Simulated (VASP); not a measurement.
Input:

```
CELL_PARAMETERS angstrom
      2.72374     0.00000     0.00000
      0.00000     3.85195     0.00000
      0.00000     0.00000    25.94161
ATOMIC_POSITIONS crystal
  Ir 0.00000 0.00000 0.31626
  Ir 0.50000 0.50000 0.36876
  Ir 0.00000 0.00000 0.42125
  Ir 0.50000 0.50000 0.47375
  Ir 0.00000 0.00000 0.52625
  Ir 0.50000 0.50000 0.57875
  Ir 0.00000 0.00000 0.63124
  Ir 0.50000 0.50000 0.68374
```

These are r2SCAN meta-GGA, VASP's PBE PAW potentials (set 64) (plane waves; VASP) values and carry that method's errors. Run with PREC = Normal, EDIFF = 1E-5, 400 eV cut-off, 10×7×1 Γ-centred mesh, first-order Methfessel-Paxton smearing of 0.10 eV, potentials Ir.

The ions are relaxed. Which structure does the run end with?

```
CELL_PARAMETERS angstrom
      2.72374     0.00000     0.00000
      0.00000     3.85195     0.00000
      0.00000     0.00000    25.94161
ATOMIC_POSITIONS crystal
  Ir 0.00000 0.00000 0.32169
  Ir 0.50000 0.50000 0.36620
  Ir 0.00000 0.00000 0.42217
  Ir 0.50000 0.50000 0.47489
  Ir 0.00000 0.00000 0.52511
  Ir 0.50000 0.50000 0.57783
  Ir 0.00000 0.00000 0.63380
  Ir 0.50000 0.50000 0.67831
```

How much energy does the relaxation gain?

The energy (σ→0) changes by -34.9 meV/atom, in 11 ionic steps.

The cell is a thin slab with vacuum, built from Ir (fcc): (110) face.
